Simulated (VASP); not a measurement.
Crystal: NbAs.

```
Nb As
1.0
    -1.72585    1.72585    5.84000
     1.72585   -1.72585    5.84000
     1.72585    1.72585   -5.84000
Nb As
2 2
Direct
  0.00000 0.00000 0.00000
  0.75000 0.25000 0.50000
  0.41600 0.41600 0.00000
  0.16600 0.66600 0.50000
```

- Program: VASP 6.6.1
- Task: relaxation of cell and atoms
- Functional: PBE
- Potentials or basis: VASP PAW PBE potentials, release 64 (Nb_sv, As)
- Cutoff: 600 eV
- k mesh: 16 × 16 × 16
- Occupations: methfessel-paxton, width 0.1 eV
- Spin: no spin polarisation

At the start: pressure 3.3 GPa; volume 17.39 Å³/atom.

Where does the relaxation end?

Over 7 steps the energy falls by 5.2 meV/atom and the volume is 17.73 Å³/atom (+1.9 %); space group I4_1md (No. 109, to 0.05 Å).

Step by step:
| step | energy change (eV) | largest force (eV/Å) | pressure (GPa) | volume (Å³) |
| --- | --- | --- | --- | --- |
| 1 | 0.0000 | 0.2975 | 3.29 | 69.58 |
| 2 | 0.0166 | 0.0608 | -4.92 | 73.23 |
| 3 | -0.0187 | 0.1316 | -0.38 | 71.08 |
| 4 | -0.0204 | 0.0107 | 0.05 | 70.89 |
| 5 | -0.0204 | 0.0082 | 0.01 | 70.92 |
| 6 | -0.0206 | 0.0037 | -0.02 | 70.91 |
| 7 | -0.0207 | 0.0008 | -0.04 | 70.90 |

Final structure:
```
Nb As
1.0
    -1.73708    1.73708    5.87425
     1.73708   -1.73708    5.87425
     1.73708    1.73708   -5.87425
Nb As
2 2
Direct
  0.99888 0.99888 0.00000
  0.74888 0.24888 0.50000
  0.41712 0.41712 0.00000
  0.16712 0.66712 0.50000
```
